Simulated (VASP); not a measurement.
Zn8Se5S3:

```
CELL_PARAMETERS angstrom
-5.56875 0.00000 5.56875
-5.56875 -5.56875 0.00000
0.00000 -5.56875 5.56875
ATOMIC_POSITIONS crystal
Zn 0.00000 0.50000 0.00000
Zn 0.00000 0.00000 0.00000
Zn 0.00000 0.50000 0.50000
Zn 0.00000 0.00000 0.50000
Zn 0.50000 0.50000 0.00000
Zn 0.50000 0.00000 0.00000
Zn 0.50000 0.50000 0.50000
Zn 0.50000 0.00000 0.50000
S 0.12500 0.12500 0.12500
S 0.12500 0.62500 0.12500
S 0.12500 0.12500 0.62500
Se 0.12500 0.62500 0.62500
Se 0.62500 0.12500 0.12500
Se 0.62500 0.62500 0.12500
Se 0.62500 0.12500 0.62500
Se 0.62500 0.62500 0.62500
```

The cell was built by a generator and needn't be a form met in nature.

| Item | Value |
| --- | --- |
| Program | VASP 6.6.1 |
| Task | relaxation of cell and atoms |
| Functional | PBEsol |
| Potentials or basis | VASP PAW PBE potentials, release 64 (Zn, S, Se) |
| Cutoff | 600 eV |
| k mesh | 6 × 6 × 4 |
| Occupations | gaussian, width 0.03 eV |
| Spin | no spin polarisation |

At the start: pressure -1.0 GPa; volume 21.59 Å³/atom.

How do energy, volume and symmetry change on relaxing?

Over 9 steps the energy falls by 12.0 meV/atom and the volume is 21.20 Å³/atom (-1.8 %); space group R3m (No. 160, to 0.05 Å).

The path:
| step | energy change (eV) | largest force (eV/Å) | pressure (GPa) | volume (Å³) |
| --- | --- | --- | --- | --- |
| 1 | 0.0000 | 0.6826 | -0.95 | 345.38 |
| 2 | -0.1248 | 0.4187 | 0.22 | 339.01 |
| 3 | -0.1517 | 0.2233 | 1.11 | 334.62 |
| 4 | -0.1886 | 0.0987 | -0.08 | 339.87 |
| 5 | -0.1886 | 0.1000 | -0.06 | 339.71 |
| 6 | -0.1909 | 0.0322 | -0.03 | 339.49 |
| 7 | -0.1913 | 0.0223 | -0.01 | 339.36 |
| 8 | -0.1913 | 0.0217 | -0.01 | 339.35 |
| 9 | -0.1913 | 0.0046 | 0.00 | 339.28 |

Final structure:
```cif
data_structure
_symmetry_space_group_name_H-M 'P 1'
_symmetry_Int_Tables_number 1
_cell_length_a 7.8297
_cell_length_b 7.8277
_cell_length_c 7.8277
_cell_angle_alpha 60.000
_cell_angle_beta 60.008
_cell_angle_gamma 60.008
_cell_volume 339.28
loop_
_atom_site_label
_atom_site_type_symbol
_atom_site_fract_x
_atom_site_fract_y
_atom_site_fract_z
_atom_site_occupancy
Zn1 Zn 0.00797 0.49256 0.00690 1
Zn2 Zn 0.01043 0.99652 0.99652 1
Zn3 Zn 0.00797 0.49256 0.49256 1
Zn4 Zn 0.00797 0.00690 0.49256 1
Zn5 Zn 0.48847 0.50318 0.00418 1
Zn6 Zn 0.48847 0.00418 0.00418 1
Zn7 Zn 0.49929 0.50024 0.50024 1
Zn8 Zn 0.48847 0.00418 0.50318 1
S1 S 0.12405 0.12508 0.12508 1
S2 S 0.12405 0.62579 0.12508 1
S3 S 0.12405 0.12508 0.62579 1
Se1 Se 0.12295 0.62568 0.62568 1
Se2 Se 0.62672 0.12443 0.12443 1
Se3 Se 0.62639 0.62507 0.12348 1
Se4 Se 0.62639 0.12348 0.62507 1
Se5 Se 0.62639 0.62507 0.62507 1
```

Caveat: the PAW data sets were made with another functional, which shifts forces and pressure a little.
